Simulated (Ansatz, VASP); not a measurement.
## Cross-check of Be (Beryllium) between VASP and Ansatz

Aim: how closely do two programs agree when they are given the same cell, functional and k mesh? The structure shown is the end of the Ansatz relaxation below. Other levels of theory on this material are compared in a session of their own.

Method: plane waves, with VASP 6.6.1 beside it; single point at LDA, in Ansatz 0.2.0.

## 1. The structure

Symmetry: P6_3/mmc, No. 194, hexagonal system. The conventional cell has a = 2.226 Å, b = 2.226 Å, c = 3.617 Å, α = 90.00°, β = 90.00°, γ = 120.00°. Nearest to Be lie 12 Be at 2.22 to 2.23 Å.

## 2. Ansatz: relaxation, LDA

Ansatz runs on its PAW soft_1 files.

This run makes the geometry at which the two programs are then compared.

File input.yaml:

```yaml
crystal:
  lattice:
    - [2.2265035357, 0.0, 0.0]
    - [-1.1132517678, 1.9282086236, 0.0]
    - [0.0, 0.0, 3.6167282048]
  atoms:
    - { symbol: Be, position: [0.333333329, 0.666666671, 0.25] }
    - { symbol: Be, position: [0.666666671, 0.333333329, 0.75] }
kpoints:
  mp_grid: { grid: [24, 24, 12] }
hamiltonian:
  xc: lda
  pseudopotentials: { kind: paw, azcp: { folder: soft_1 }, xc_functional: pbe }
scf:
  occupations: { method: methfessel_paxton, width: 0.2 }
output:
  forces: true
  stress: true
  eigenvalues: true
relax:
  adjacent_minimum: "off"
  f_tol: 0.001
  max_steps: 60
  cell: { stress_tol: 0.01, fix: [c, angles] }
```

The run is started by

```
$ ansatz run input.yaml --threads 4 --pin off --max-ram 10240MiB --backend cpu --events-out ev --progress --plain --runs-dir out
```

Numbers of over 12 decimals in the logs are rounded to 6 here.

Output:

```text
Warning: crystal.symmetry: narrowed to the stabiliser of the fixed cell quantities (relax.cell.fix) — unitary ops 24 → 8. The narrowing is safe, since a smaller group never makes results wrong: the run goes on under it, on as many k-points as the starting group would need, or more. Excluded: 16 operations that would move a fixed cell quantity at a test strain (relax.cell.fix fixes c, alpha, beta, gamma). The cell can leave their symmetry as it relaxes.
Engine: ansatz 0.2.0, aarch64-unknown-linux-gnu
Pseudopotentials: kind: paw
Pseudopotential: Be, paw, valence charge 2, recommended cutoff 420 eV (normal), soft_1/Be.paw.azcp
Functional definition: SPW92
  exchange = slater_x
  correlation = pw_c
Crystal: 2 atoms, lattice volume = 15.527 Å³
Basis set: ecut = 420 eV, 313 PW (Γ)
Bands: 6, of which v1, the nominal top of the filled ones, is band 2 counted from 1 (1 counted from 0)
Symmetry: 8 space group operations
k-points: 1099 of 6912
Non-local potential: Be, projectors of the file, l = 0: 2, l = 1: 2, l = 2: 1
PAW form: soft (Blöchl's): semilocal exchange-correlation on the pseudo side does not see the compensation charge
PAW frozen core: Be, regenerated for the run's functional, and the local potential with it (the file was generated under x = pbe(κ = 0.804, μ = 0.219515), c = pbe(β = 0.066725))
PAW one-centre angular grid: Be, 110 points (default); XC on 64 Gauss nodes
Initial density: superposition of atomic densities (chi_scale 0.1, normalization cell)
Initial wavefunctions: pseudopotential atomic-orbital guess
Functional: x = slater, c = lda
SCF iter   1: F=—  HF=-176.450478 eV  |F-HF|=—  |Δ(HF+E_count)|=         —  Δρ=1.40e-2  dr2=2.10e-2  ethr=3.10e-3  ⟨swp⟩=4.7  Hψ=54273  notcnv=0
preconditioner: auto → none  [metal: Δε(μ)=0.016 eV  Ē_g=13.015 eV  σ=0.200 eV  W_gap=0.07  n_scr=2 (ndim 8)  ℏωp=18.8 eV  f_vac=0.000  D(μ)=0.23/eV (n_scr^D=0)  sad-step TF]
SCF iter   2: F=—  HF=-176.451786 eV  |F-HF|=—  |Δ(HF+E_count)|=   1.31e-3  S|Δr|=    0.00e0  Δρ=8.53e-3  dr2=8.14e-3  ethr=5.26e-4  ⟨swp⟩=1.0  Hψ=15386  notcnv=0
SCF iter   3: F=—  HF=-176.451530 eV  |F-HF|=—  |Δ(HF+E_count)|=   2.57e-4  S|Δr|=    0.00e0  Δρ=4.71e-4  dr2=2.75e-5  ethr=2.03e-4  ⟨swp⟩=1.0  Hψ=6594  notcnv=0
SCF iter   4: F=—  HF=-176.451523 eV  |F-HF|=—  |Δ(HF+E_count)|=   6.33e-6  S|Δr|=    0.00e0  Δρ=1.88e-5  dr2=3.98e-8  ethr=2.50e-9  ⟨swp⟩=3.3  Hψ=24216  notcnv=0
SCF iter   5: F=-176.451523 eV  HF=-176.451523 eV  |F-HF|=2.97e-11  |Δ(HF+E_count)|=   5.70e-9  S|Δr|=    0.00e0  Δρ=1.21e-6  dr2=9.85e-11  ethr=9.95e-10  ⟨swp⟩=2.0  Hψ=18688  notcnv=0
SCF 1 converged in 5 iterations: F = -176.451523 eV  dr2 = 9.85e-11
  greatest PAW one-centre occupation: 0.356 electrons in one spin orbital (limit 2), on the Be atom at site 1 (counted from 0), in its partial waves of l = 0
relax step   1: F+E_penalty+E_count = -176.45152335 eV  Δ(F+E_penalty+E_count) = +0.000e0 eV  max|allowed force component| = 9.828e-8 eV/Å  Δτ_max = 0.0000 Å  P = -3.777 GPa  Ω = 15.527 Å³  fix = [c, alpha, beta, gamma]  reactions: c -11.147 GPa; gamma -0.000 GPa/rad  (5 SCF iters, dr2 threshold 1.00e-7 eV, accepted)
[...]
relax step   2: F+E_penalty+E_count = -176.45152568 eV  Δ(F+E_penalty+E_count) = -2.338e-6 eV  max|allowed force component| = 3.266e-8 eV/Å  Δτ_max = 0.0000 Å  P = -3.741 GPa  Ω = 15.522 Å³  energy of the carried Pulay correction = +4.287e-7 eV  fix = [c, alpha, beta, gamma]  reactions: c -11.147 GPa; gamma -0.000 GPa/rad  (2 SCF iters, dr2 threshold 2.11e-8 eV, accepted)
[...]
relax step   3: F+E_penalty+E_count = -176.45152638 eV  Δ(F+E_penalty+E_count) = -6.932e-7 eV  max|allowed force component| = 9.429e-10 eV/Å  Δτ_max = 0.0000 Å  P = -3.716 GPa  Ω = 15.519 Å³  energy of the carried Pulay correction = +7.304e-7 eV  fix = [c, alpha, beta, gamma]  reactions: c -11.148 GPa; gamma -0.000 GPa/rad  (3 SCF iters, dr2 threshold 3.60e-9 eV, accepted)
[...]
relax step   4: F+E_penalty+E_count = -176.45152572 eV  Δ(F+E_penalty+E_count) = +6.606e-7 eV  max|allowed force component| = 7.837e-10 eV/Å  Δτ_max = 0.0000 Å  P = -3.716 GPa  Ω = 15.519 Å³  fix = [c, alpha, beta, gamma]  reactions: c -11.148 GPa; gamma -0.000 GPa/rad  stress off target by 5.32e-5 GPa on what of the cell is left free  SCF on the basis re-selected at this cell (its energy is not comparable with the rows above)  (2 SCF iters)
basis re-selected at this cell: Δ(F+E_penalty+E_count) = +6.606e-7 eV, ΔP = -0.000 GPa vs the last step (what re-selecting the basis moved, of the pressure what is left beyond the Pulay correction that the steps carried, after the strain that the cell walked since its last selection, with what the two solves' SCF thresholds leave and, on support functions, any second-order correction that the steps lacked; it is no m [...]
SCF converged after 2 iterations
Stability not checked: this state was not tested for a lower state beside it, because cold or Methfessel-Paxton smearing, or corrected tetrahedra, fill the levels in a way that the test cannot read (fill_not_monotonic; see scf.lower_state_search)
Free energy (F): -176.451526 eV
Harris-Foulkes:  -176.451526 eV  (|F-HF|=1.65e-12)
Internal energy: -176.450894 eV  (E = F + TS)
E sigma→0 (E₀):  -176.451368 eV
Entropy (-TS):   -0.000632 eV (-0.316 meV/atom)
Fermi energy:    8.181685 eV
Step filling:    the computed levels leave a gap of 0.0000 eV = 0.0 smearing widths at the electron count; against every level under it full and every level over it empty, smearing changes F+E_penalty+E_count by -0.294 meV and its σ→0 estimate by -0.136 meV
--- Per-component energies (eV) ---
  E_band       = 12.167800
  E_kinetic    = 43.615205
  E_local      = 5.816142  (includes V_loc(G=0)·N_el)
  E_nonlocal   = 7.941464
  E_hartree    = 0.067252
  E_xc         = -40.773858
  E_vxc        = -41.969259  (∫ρ·V_xc dr)
  E_paw        = -109.150688  (= ΣΔE_a)
  E_vpaw       = -3.370255  (= ΣTr[D̂ρ^β])
  E_aug_tail   = -0.000001  (compensation charges beyond the density's cutoff)
  E_ewald      = -84.026984
  E_core_change = 0.060574  (= ΣΔE_core)
  E_smearing   = -0.000632  (= −TS)
  E_closure    = 0.000000  (closes the sum)
  Σ components = -176.451526   (vs F -176.451526, Δ=0.00e0)
--- Forces (eV/Å), atoms counted from 1 ---
  atom   1  Be     0.00000000    -0.00000000     0.00000000
  atom   2  Be    -0.00000000     0.00000000    -0.00000000
  max |Σ_I F_I| component: 5.55e-17 eV/Å
--- Stress (GPa, compression-positive) ---
       -0.000054       0.000002      -0.000000
        0.000002      -0.000052      -0.000000
       -0.000000      -0.000000     -11.147918
  P = ⅓ Tr σ = -3.7160 GPa (-37.160 kbar)
--- Band table (eV; the first three rows and the last of 1099) ---
  k-point 0: bands = ["-3.2053", "3.3101", "8.8545", "24.6967", "24.6967", "27.3882"]
  k-point 1: bands = ["-3.1480", "2.9791", "9.3206", "24.7471", "24.7471", "27.3641"]
  k-point 2: bands = ["-2.9762", "2.2100", "10.4934", "24.8959", "24.8959", "26.3674"]
  k-point 1098: bands = ["4.4630", "4.4630", "9.9234", "9.9234", "20.4785", "20.4785"]
--- Relaxed structure (3 steps of the walk, 3 accepted, 1 SCFs on fresh bases) ---
  F+E_penalty+E_count = -176.45152572 eV   max|allowed force component| = 7.837e-10 eV/Å   (the final SCF, on the basis selected at the relaxed cell)
  cell:  # Å, volume = 15.5192 Å³
    - [2.225928, -2.8860049172942467e-11, 0]
    - [-1.112964, 1.927710, 0]
    - [0, 0, 3.6167282048]
  atoms:
    - { symbol: Be, position: [0.333333, 0.666667, 0.25] }
    - { symbol: Be, position: [0.666667, 0.333333, 0.75] }
```

## 3. VASP: single point, LDA

The same cell, functional (in two slightly different forms), mesh and smearing now go to VASP, with its own data sets.

Lines of VASP's logs that name or quote its potential files are left out, and so is its time.

File INCAR:

```
SYSTEM = Be
PREC = Accurate
ENCUT = 600
EDIFF = 1E-06
NELM = 120
ISMEAR = 1
SIGMA = 0.2
LREAL = .FALSE.
ALGO = Normal
GGA = CA
NBANDS = 8
LORBIT = 11
LWAVE = .FALSE.
LCHARG = .FALSE.
ISIF = 2
LASPH = .TRUE.
GGA_COMPAT = .FALSE.
KPAR = 2
```

File POSCAR:

```
Be
1.0
    2.2259279337      0.0000000000      0.0000000000
   -1.1129639668      1.9277101376      0.0000000000
    0.0000000000      0.0000000000      3.6167282048
Be
2
Direct
    0.3333333289      0.6666666711      0.2500000000
    0.6666666711      0.3333333289      0.7500000000
```

File KPOINTS:

```
Automatic mesh
0
Gamma
24 24 12
0 0 0
```

The projector-augmented-wave data sets are Be (LDA family, release 64).

The run is started by

```
$ mpirun -np 2 vasp_std
```

Output:

```text
[banner, memory and clock lines left out]
running    2 mpi-ranks, on    1 nodes
 distrk:  each k-point on    1 cores,    2 groups
 distr:  one band on    1 cores,    1 groups

 POSCAR found type information on POSCAR Be
 POSCAR found :  1 types and       2 ions
 LDA part: xc-table for (Slater(with rela. corr.)+CA(PZ))
 , standard interpolation
 POSCAR, INCAR and KPOINTS ok, starting setup
 FFT: planning ... GRIDC
 FFT: planning ... GRID_SOFT
 FFT: planning ... GRID
 WAVECAR not read
 entering main loop
       N       E                     dE             d eps       ncg     rms          rms(c)
DAV:   1    -0.449656516646E+01   -0.44966E+01   -0.19730E+03  6928   0.462E+02
DAV:   2    -0.843939574763E+01   -0.39428E+01   -0.38413E+01 10752   0.447E+01
DAV:   3    -0.845342946365E+01   -0.14034E-01   -0.14029E-01  7192   0.266E+00
DAV:   4    -0.845343355439E+01   -0.40907E-05   -0.40905E-05  9592   0.498E-02
DAV:   5    -0.845343355442E+01   -0.31150E-10   -0.24380E-09  7264   0.260E-04    0.122E+00
DAV:   6    -0.841882740070E+01    0.34606E-01   -0.22113E-03  8496   0.344E-01    0.739E-01
DAV:   7    -0.840281453455E+01    0.16013E-01   -0.36647E-03  9304   0.434E-01    0.180E-02
DAV:   8    -0.840280495717E+01    0.95774E-05   -0.63243E-06  7200   0.248E-02    0.497E-03
DAV:   9    -0.840280404803E+01    0.90913E-06   -0.47228E-07  7776   0.604E-03
   1 F= -.84028040E+01 E0= -.84025937E+01  d E =-.630980E-03
```

Parts of OUTCAR (step 3):

```text
ion  position               nearest neighbor table
   1  0.333  0.667  0.250-   2 2.22   2 2.22   2 2.22   2 2.22   2 2.22   2 2.22
   2  0.667  0.333  0.750-   1 2.22   1 2.22   1 2.22   1 2.22   1 2.22   1 2.22

  LATTYP: Found a hexagonal cell.
 ALAT       =     2.2259279337
 C/A-ratio  =     1.6248181938

 Subroutine GETGRP returns: Found 24 space group operations
 (whereof 12 operations were pure point group operations)

The static configuration has the point symmetry D_3d.
 The point group associated with its full space group is D_6h.

 Found    427 irreducible k-points:

   k-points           NKPTS =    427   k-points in BZ     NKDIM =    427   number of bands    NBANDS=      8

   dimension x,y,z NGX =    18 NGY =   18 NGZ =   30
   dimension x,y,z NGXF=    36 NGYF=   36 NGZF=   60

   ENCUT  =  600.0 eV  44.10 Ry    6.64 a.u.   4.45  4.45  7.22*2*pi/ulx,y,z

   NELECT =       4.0000    total number of electrons

 k-points in reciprocal lattice and weights: Automatic mesh
   0.00000000  0.00000000  0.00000000       0.000
   0.04166667  0.00000000  0.00000000       0.001
   0.08333333  0.00000000  0.00000000       0.001
   0.12500000 -0.00000000  0.00000000       0.001
   0.16666667 -0.00000000  0.00000000       0.001
   0.20833333 -0.00000000  0.00000000       0.001
   0.25000000 -0.00000000  0.00000000       0.001
   0.29166667 -0.00000000  0.00000000       0.001
   0.33333333 -0.00000000  0.00000000       0.001
[...]
0.33333333  0.29166667  0.50000000       0.002
   0.33333333  0.33333333  0.50000000       0.000

 average (electrostatic) potential at core
       1 -30.0674       2 -30.0674

 E-fermi :   7.0064

 k-point     1 :       0.0000    0.0000    0.0000
  band No.  band energies     occupation
      1      -4.3798      2.00000
      2       2.1339      2.00000
      3       7.6823     -0.00002
      4      23.5283      0.00000
      5      23.5283      0.00000
      6      26.2186      0.00000
      7      26.2186      0.00000
    ...

 k-point     2 :       0.0417    0.0000    0.0000
  band No.  band energies     occupation
      1      -4.3294      2.00000
      2       2.2016      2.00000
      3       7.6969     -0.00001
      4      23.1071      0.00000
      5      23.1944      0.00000
      6      26.2062      0.00000
      7      26.3737      0.00000
    ...

 k-point     3 :       0.0833    0.0000    0.0000
  band No.  band energies     occupation
      1      -4.1782      2.00000
      2       2.4044      2.00000
      3       7.7394     -0.00000
      4      21.9866      0.00000
      5      22.4364      0.00000
      6      26.1435      0.00000
      7      26.5869      0.00000
    ...

  Total        0.0448241      0.0448241     -1.0347891      0.0000000     -0.0000000      0.0000000
  in kB        4.6275758      4.6275758   -106.8301226      0.0000000     -0.0000000      0.0000000
  external PRESSURE =     -32.5249903 kB  Pullay stress =       0.0000000 kB

  energy-cutoff  :      600.00
  volume of cell :       15.52
      direct lattice vectors                 reciprocal lattice vectors
     2.225927934  0.000000000  0.000000000     0.449250843  0.259375095  0.000000000
    -1.112963967  1.927710138  0.000000000     0.000000000  0.518750190  0.000000000
     0.000000000  0.000000000  3.616728205     0.000000000  0.000000000  0.276492991

 POSITION                                       TOTAL-FORCE (eV/Angst)
 -----------------------------------------------------------------------------------
     -0.00000      1.28514      0.90418        -0.000000      0.000000      0.000000
      1.11296      0.64257      2.71255         0.000000     -0.000000      0.000000
 -----------------------------------------------------------------------------------
    total drift:                                0.000000     -0.000000      0.000000

  FREE ENERGIE OF THE ION-ELECTRON SYSTEM (eV)
  ---------------------------------------------------
  free  energy   TOTEN  =        -8.4028040480 eV

  energy  without entropy=       -8.4021730685  energy(sigma->0) =       -8.40259372

 total charge
# of ion       s       p       d       tot
------------------------------------------
    1        0.404   0.787   0.000   1.190
    2        0.404   0.787   0.000   1.190
--------------------------------------------------
tot          0.807   1.573   0.000   2.381

[... 3 further parts left out ...]
```

The run ends at a pressure of -3.25 GPa.

## 4. Comparison

Known differences besides the potentials themselves: the two LDA forms differ slightly; the cutoff is 420 eV in Ansatz and 600 eV in VASP; VASP's log shows a relativistic correction to its local exchange, Ansatz's none; Ansatz's pressure holds a Pulay correction, VASP's none. Total energies have different zeros and are not compared.

The two programs side by side:

| quantity | Ansatz | VASP | difference |
| --- | --- | --- | --- |
| pressure (GPa) | -3.72 | -3.25 | -0.46 |

## 5. Outcome

```json
{
  "difference in pressure (single point, LDA)": "-0.46 GPa"
}
```

The difference in pressure is -0.46 GPa (single point, LDA), within the 1 GPa picked in this series as the mark of a large difference. 5 further runs of this series are not shown here. Such differences can come from data sets, numerical settings and the points named under the comparisons, not from the functional's error against experiment.

[Lines on the potential files, build, host, timing and source positions are cut from VASP's logs without a mark.]

[Logs are printed without paths, hosts, clocks, repeated set-up lines and the standing remarks that a program may print on its own settings, such as how far it seeks lower states.]

[Hosts, paths, dates, database ids (printed as entryN), source tags and the programs' standing remarks are cut or masked in the printed files.]
